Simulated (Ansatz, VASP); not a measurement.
**Two plane-wave programs on TaAl4**

File INCAR:

```
PREC = Accurate ; ENCUT = 520
EDIFF = 1E-6 ; ISMEAR = 0
SIGMA = 0.1 ; LREAL = False
LASPH = True ; NELM = 60
ALGO = Normal ; ISIF = 2
LWAVE = False ; LCHARG = False
GGA = PE ; NBANDS = 20
```

KPOINTS

```
Automatic mesh
0
Gamma
  4 4 4
```

File POSCAR:

```
TaAl4
1.0
   -3.1162263014      3.1162263014      2.8990115800
    3.1162263014     -3.1162263014      2.8990115800
    3.1162263014      3.1162263014     -2.8990115800
Ta Al
1 4
Direct
    0.9809018285      0.9809018285      0.0000000000
    0.0173801137      0.4925007347      0.0000000000
    0.4925007347      0.0173801137      0.0000000000
    0.4925007347      0.4925007347      0.4751206210
    0.0173801137      0.0173801137      0.5248793790
```

Input for Ansatz:

```yaml
crystal:
  lattice:
    - [-3.1162263014, 3.1162263014, 2.89901158]
    - [3.1162263014, -3.1162263014, 2.89901158]
    - [3.1162263014, 3.1162263014, -2.89901158]
  atoms:
    - { symbol: Ta, position: [0.9809018285, 0.9809018285, 0.0] }
    - { symbol: Al, position: [0.0173801137, 0.4925007347, 0.0] }
    - { symbol: Al, position: [0.4925007347, 0.0173801137, 0.0] }
    - { symbol: Al, position: [0.4925007347, 0.4925007347, 0.475120621] }
    - { symbol: Al, position: [0.0173801137, 0.0173801137, 0.524879379] }
basis:
  ecutwfc: 420
kpoints:
  mp_grid: { grid: [4, 4, 4] }
hamiltonian:
  xc: pbe
scf:
  occupations: { method: gaussian, width: 0.1 }
  lower_state_search: "off"
output:
  forces: true
  stress: true
  eigenvalues: true
```

Change from the starting cell: the structure that the rattled cell fell into.

Alike in both runs: task single point; functional PBE; k mesh 4 × 4 × 4; occupations gaussian, width 0.1 eV; no spin polarisation.

```csv
,VASP,Ansatz
version,VASP 6.6.1,Ansatz 0.2.0
potentials or method,"VASP PAW PBE potentials, release 64 (Ta_pv, Al)","scalar-relativistic, plane waves, PAW"
plane-wave cutoff (eV),520,420
valence electrons in the cell,23,25
```

|  | VASP | Ansatz | Ansatz less VASP |
| --- | --- | --- | --- |
| gap on the k mesh at the Fermi level (eV) | none | none | - |
| pressure (GPa) | -0.1 | -0.1 | +0.01 |
| largest component of the traceless stress (GPa) | 0.49 | 0.48 | -0.002 |
| rms of the force components (eV/Å) | 0.008 | 0.008 | -0.0003 |

Atom by atom the forces differ by 0.001 eV/Å (rms over components). A gap of «none» marks a metal or a gap that the smearing closes. The two sets of potentials don't hold the same shells in valence.

Caveats: the k mesh is coarse (spacing up to 0.37 Å⁻¹), so the values aren't converged. The runs have no spin-orbit coupling, so splittings on Ta are missing.
